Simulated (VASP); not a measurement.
Level of theory: PBEsol GGA, VASP's PBE PAW potentials (set 64) (plane waves; VASP).

VASP ran on this input.

File KPOINTS:
```
Automatic mesh
0
Gamma
7 7 7
0 0 0
```

**POSCAR**
```
CdF2
1
   -0.0000000000     2.6960285767     2.6960285767
    2.6960285767     0.0000000000     2.6960285767
    2.6960285767     2.6960285767    -0.0000000000
Cd F
1 2
Direct
  0.0000000000   1.0000000000   1.0000000000
  0.2500000000   0.2500000000   0.2500000000
  0.7500000000   0.7500000000   0.7500000000
```

### INCAR
```
SYSTEM = CdF2
PREC = Accurate
ENCUT = 620
EDIFF = 1E-6
NELM = 100
ALGO = Normal
LREAL = .FALSE.
LASPH = .TRUE.
ISMEAR = 0
SIGMA = 0.05
GGA = PS
LMAXMIX = 4
LWAVE = .FALSE.
LCHARG = .FALSE.
IBRION = 2
ISIF = 3
NSW = 40
EDIFFG = -0.02
```

POTCAR, in this order: Cd F (PBE.64 set). Program: vasp_std.

Output

OSZICAR:
```
       N       E                     dE             d eps       ncg     rms          rms(c)
DAV:   1     0.224287126727E+03    0.22429E+03   -0.17339E+04   696   0.179E+03
DAV:   2    -0.304899470167E+01   -0.22734E+03   -0.22186E+03   751   0.412E+02
DAV:   3    -0.129714424234E+02   -0.99224E+01   -0.99000E+01   737   0.952E+01
DAV:   4    -0.130277744427E+02   -0.56332E-01   -0.56318E-01   769   0.709E+00
DAV:   5    -0.130279936841E+02   -0.21924E-03   -0.21923E-03   726   0.386E-01    0.970E+00
DAV:   6    -0.115939049002E+02    0.14341E+01   -0.42751E+00   887   0.415E+01    0.744E+00
DAV:   7    -0.116183652898E+02   -0.24460E-01   -0.72615E-01   683   0.904E+00    0.441E+00
DAV:   8    -0.116073740450E+02    0.10991E-01   -0.16790E-01   742   0.420E+00    0.726E-01
DAV:   9    -0.115972756846E+02    0.10098E-01   -0.41074E-02   863   0.259E+00    0.107E-01
DAV:  10    -0.115977699365E+02   -0.49425E-03   -0.35388E-03   684   0.661E-01    0.972E-02
DAV:  11    -0.115978642819E+02   -0.94345E-04   -0.12998E-04   760   0.158E-01    0.484E-02
DAV:  12    -0.115978945929E+02   -0.30311E-04   -0.12081E-04   700   0.102E-01    0.168E-02
DAV:  13    -0.115978979255E+02   -0.33325E-05   -0.75644E-06   751   0.313E-02    0.344E-03
DAV:  14    -0.115978982251E+02   -0.29961E-06   -0.69661E-07   550   0.608E-03
   1 F= -.11597898E+02 E0= -.11597898E+02  d E =-.115979E+02
```

### OUTCAR
```
------------------------ aborting loop because EDIFF is reached ----------------------------------------
  FORCE on cell =-STRESS in cart. coord.  units (eV):
  Direction    XX          YY          ZZ          XY          YZ          ZX
  --------------------------------------------------------------------------------------
  Total        0.0219360      0.0219360      0.0219360     -0.0000000     -0.0000000      0.0000000
  in kB        0.8967364      0.8967364      0.8967364     -0.0000000     -0.0000000      0.0000000
  external PRESSURE =       0.8967364 kB  Pullay stress =       0.0000000 kB
  volume of cell :       39.19
      direct lattice vectors                 reciprocal lattice vectors
     0.000000000  2.696028577  2.696028577    -0.185457975  0.185457975  0.185457975
     2.696028577  0.000000000  2.696028577     0.185457975 -0.185457975  0.185457975
     2.696028577  2.696028577  0.000000000     0.185457975  0.185457975 -0.185457975
 POSITION                                       TOTAL-FORCE (eV/Angst)
 -----------------------------------------------------------------------------------
      0.00000      0.00000      0.00000        -0.000000     -0.000000      0.000000
      1.34801      1.34801      1.34801        -0.000000     -0.000000     -0.000000
      4.04404      4.04404      4.04404         0.000000      0.000000      0.000000
 -----------------------------------------------------------------------------------
    total drift:                                0.000000     -0.000000      0.000000
  FREE ENERGIE OF THE ION-ELECTRON SYSTEM (eV)
  ---------------------------------------------------
  free  energy   TOTEN  =       -11.5978982251 eV

  energy  without entropy=      -11.5978982251  energy(sigma->0) =      -11.59789823

 reached required accuracy - stopping structural energy minimisation
```
(Selected blocks of OUTCAR.)

OUTCAR:
```
 val. band max:       -1.5228908975   @ k =  -0.2857   0.4286   0.1429

 cond. band min:       1.4337657272   @ k =   0.0000   0.0000   0.0000


 Fermi energy:        -1.2621341178

 k-point     1 :       0.0000    0.0000    0.0000
  band No.  band energies     occupation
      1     -22.1678      2.00000
      2     -21.0380      2.00000
      3      -7.0837      2.00000
      4      -7.0837      2.00000
      5      -7.0837      2.00000
      6      -5.8416      2.00000
      7      -5.8416      2.00000
      8      -2.4509      2.00000
      9      -2.4509      2.00000
     10      -2.4509      2.00000
     11      -1.9565      2.00000
     12      -1.9565      2.00000
     13      -1.9565      2.00000
     14       1.4338      0.00000
     15      11.0293      0.00000
     16      11.0293      0.00000
     17      11.0293      0.00000

 k-point     2 :       0.1429    0.0000    0.0000
  band No.  band energies     occupation
      1     -22.1021      2.00000
      2     -21.0967      2.00000
      3      -7.0068      2.00000
      4      -7.0068      2.00000
      5      -6.8659      2.00000
      6      -5.8644      2.00000
      7      -5.8644      2.00000
      8      -3.0477      2.00000
      9      -2.5885      2.00000
     10      -2.5885      2.00000
     11      -2.1207      2.00000
     12      -1.9428      2.00000
     13      -1.9428      2.00000
     14       2.1878      0.00000
     15      10.1496      0.00000
     16      11.3272      0.00000
     17      11.3272      0.00000

 k-point     3 :       0.2857    0.0000    0.0000
  band No.  band energies     occupation
      1     -21.9285      2.00000
      2     -21.2513      2.00000
      3      -6.8454      2.00000
      4      -6.8454      2.00000
      5      -6.3019      2.00000
      6      -5.8687      2.00000
      7      -5.8687      2.00000
      8      -3.8686      2.00000
      9      -2.9424      2.00000
     10      -2.9424      2.00000
     11      -2.8034      2.00000
...
```

The compound is CdF2 in the fluorite structure. It was relaxed first.
